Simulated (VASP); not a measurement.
Given:

```xyz
1
Lattice="0.0000 1.9000 1.9000 1.9000 0.0000 1.9000 1.9000 1.9000 0.0000" Properties=species:S:1:pos:R:3 pbc="T T T"
Rh     0.0000     0.0000     0.0000
```

The numbers are results of PBE GGA, VASP's PBE PAW potentials (set 64) (plane waves; VASP), not measurements. Run with 375 eV cut-off, 15×15×15 Γ-centred mesh, first-order Methfessel-Paxton smearing of 0.10 eV, potentials Rh_pv.

Q: What does the run give for the energy per atom (σ→0), pressure, band gap (on the k-mesh) with the smallest direct gap where there is one?

A: 
```
Item                                                        Result
------------------------  ----------------------------------------
band gap (on the k-mesh)  none (metal, semimetal or under 0.01 eV)
energy per atom (σ→0)                               -7249 meV/atom
pressure                                                 43.8 kbar
```

The absolute energy has meaning only against runs of the same code, potentials and settings.

The compound is Rh in the fcc structure. The cell was not relaxed at this level. The run is one of a series of settings (ENCUT = 375 against the base run), some of them coarse on purpose.
